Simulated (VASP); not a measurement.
OSZICAR of a VASP run on Rb (bcc):

OSZICAR:
```
       N       E                     dE             d eps       ncg     rms          rms(c)
DAV:   1     0.403950169713E+02    0.40395E+02   -0.28960E+03   464   0.666E+02
DAV:   2     0.119865625256E+01   -0.39196E+02   -0.38640E+02   504   0.130E+02
DAV:   3    -0.869396457473E+00   -0.20681E+01   -0.20671E+01   608   0.344E+01
DAV:   4    -0.925561972980E+00   -0.56166E-01   -0.55845E-01   768   0.482E+00
DAV:   5    -0.926000504565E+00   -0.43853E-03   -0.43853E-03   712   0.319E-01    0.109E+00
DAV:   6    -0.926814486804E+00   -0.81398E-03   -0.16305E-03   760   0.278E-01    0.652E-01
DAV:   7    -0.927861883525E+00   -0.10474E-02   -0.32174E-03   528   0.388E-01    0.429E-02
DAV:   8    -0.927985386699E+00   -0.12350E-03   -0.12412E-04   664   0.103E-01    0.149E-02
DAV:   9    -0.927992499565E+00   -0.71129E-05   -0.65013E-06   752   0.212E-02    0.475E-03
DAV:  10    -0.927992191682E+00    0.30788E-06   -0.22909E-06   616   0.961E-03
   1 F= -.92799219E+00 E0= -.92751934E+00  d E =-.141856E-02
```

### Question
Which electronic solver shows in the log?

### Answer
It is blocked Davidson (ALGO = Normal, or the opening steps of other solvers). The INCAR had ALGO = Normal.

### Question
Can the final energy be trusted as converged?

### Answer
The run converged. It stopped with EDIFF = 1E-6, NELM = 100 (PBE GGA, plane waves, VASP's PBE PAW potentials (set 64)).

The compound is Rb in the bcc structure. The cell was not relaxed at this level.
